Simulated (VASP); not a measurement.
Method: PBE GGA, VASP's PBE PAW potentials (set 64) (plane waves; VASP).

The input files of a VASP run:

**KPOINTS**
```
Automatic mesh
0
Gamma
9 9 9
0 0 0
```

### INCAR
```
ALGO = Normal
EDIFF = 1E-6
EDIFFG = -0.01
ENCUT = 530
GGA = PE
IBRION = 2
ISIF = 3
ISMEAR = 0
LASPH = T
LCHARG = F
LREAL = F
LWAVE = F
NELM = 100
NSW = 60
PREC = Accurate
SIGMA = 0.05
SYSTEM = BP
```

POSCAR:
```
BP
1
    0.0000000000     2.2700000000     2.2700000000
    2.2700000000     0.0000000000     2.2700000000
    2.2700000000     2.2700000000     0.0000000000
B P
1 1
Direct
  0.0000000000   0.0000000000   0.0000000000
  0.7500000000   0.7500000000   0.7500000000
```

POTCAR, in this order: B P (PBE.64 set). Program: vasp_std.

Output of the run:

### OSZICAR
```
       N       E                     dE             d eps       ncg     rms          rms(c)
DAV:   1     0.114870798690E+02    0.11487E+02   -0.41646E+03   560   0.911E+02
DAV:   2    -0.133457510559E+02   -0.24833E+02   -0.24161E+02   904   0.113E+02
DAV:   3    -0.136343906819E+02   -0.28864E+00   -0.28864E+00   640   0.161E+01
DAV:   4    -0.136353016663E+02   -0.91098E-03   -0.91098E-03   904   0.894E-01
DAV:   5    -0.136353028443E+02   -0.11781E-05   -0.11781E-05   664   0.177E-02    0.719E+00
DAV:   6    -0.130283558346E+02    0.60695E+00   -0.16342E+00   608   0.700E+00    0.393E+00
DAV:   7    -0.129379325437E+02    0.90423E-01   -0.25796E-01   848   0.310E+00    0.130E+00
DAV:   8    -0.129298324744E+02    0.81001E-02   -0.28299E-02   600   0.116E+00    0.215E-01
DAV:   9    -0.129301416076E+02   -0.30913E-03   -0.49992E-04   792   0.206E-01    0.121E-01
DAV:  10    -0.129303384634E+02   -0.19686E-03   -0.29128E-04   632   0.135E-01    0.268E-02
DAV:  11    -0.129303487298E+02   -0.10266E-04   -0.13105E-05   792   0.315E-02    0.314E-02
DAV:  12    -0.129303494963E+02   -0.76648E-06   -0.30669E-06   568   0.115E-02
   1 F= -.12930349E+02 E0= -.12930349E+02  d E =-.129303E+02
       N       E                     dE             d eps       ncg     rms          rms(c)
DAV:   1    -0.129309073375E+02   -0.55861E-03   -0.15059E-02   624   0.969E-01    0.148E-01
DAV:   2    -0.129305566363E+02    0.35070E-03   -0.74724E-04   736   0.173E-01    0.776E-02
DAV:   3    -0.129304590802E+02    0.97556E-04   -0.19532E-04   648   0.806E-02    0.218E-02
DAV:   4    -0.129304496495E+02    0.94308E-05   -0.85054E-06   720   0.215E-02    0.170E-02
DAV:   5    -0.129304470011E+02    0.26484E-05   -0.20364E-06   496   0.103E-02    0.763E-03
DAV:   6    -0.129304467027E+02    0.29842E-06   -0.95587E-08   280   0.287E-03
   2 F= -.12930447E+02 E0= -.12930447E+02  d E =-.972064E-04
       N       E                     dE             d eps       ncg     rms          rms(c)
DAV:   1    -0.129306318525E+02   -0.18485E-03   -0.26779E-03   624   0.410E-01    0.638E-02
DAV:   2    -0.129305694049E+02    0.62448E-04   -0.13301E-04   736   0.729E-02    0.336E-02
DAV:   3    -0.129305536437E+02    0.15761E-04   -0.34937E-05   648   0.341E-02    0.911E-03
DAV:   4    -0.129305530578E+02    0.58591E-06   -0.14620E-06   456   0.903E-03
   3 F= -.12930553E+02 E0= -.12930553E+02  d E =-.203562E-03
```

File OUTCAR:
```
------------------------ aborting loop because EDIFF is reached ----------------------------------------
  FORCE on cell =-STRESS in cart. coord.  units (eV):
  Direction    XX          YY          ZZ          XY          YZ          ZX
  --------------------------------------------------------------------------------------
  Total       -0.0012297     -0.0012297     -0.0012297     -0.0000000     -0.0000000      0.0000000
  in kB       -0.0838711     -0.0838711     -0.0838711     -0.0000000     -0.0000000      0.0000000
  external PRESSURE =      -0.0838711 kB  Pullay stress =       0.0000000 kB
  volume of cell :       23.49
      direct lattice vectors                 reciprocal lattice vectors
    -0.000000000  2.273129770  2.273129770    -0.219961045  0.219961045  0.219961045
     2.273129770 -0.000000000  2.273129770     0.219961045 -0.219961045  0.219961045
     2.273129770  2.273129770  0.000000000     0.219961045  0.219961045 -0.219961045
  FREE ENERGIE OF THE ION-ELECTRON SYSTEM (eV)
  ---------------------------------------------------
  free  energy   TOTEN  =       -12.9305530578 eV

  energy  without entropy=      -12.9305530578  energy(sigma->0) =      -12.93055306

 reached required accuracy - stopping structural energy minimisation
```
(Selected blocks of OUTCAR.)

CONTCAR:
```
BP
   1.00000000000000
    -0.0000000000000000    2.2731297701108866    2.2731297701108866
     2.2731297701108866   -0.0000000000000000    2.2731297701108866
     2.2731297701108866    2.2731297701108866    0.0000000000000000
  B               P
     1     1
Direct
     0.0000000000000000    0.0000000000000000    0.0000000000000000
     0.7500000000000000    0.7500000000000000    0.7500000000000000
```

The compound is BP in the zinc blende structure. This run relaxes it. Symmetry was kept, so distortions that lower it aren't found.
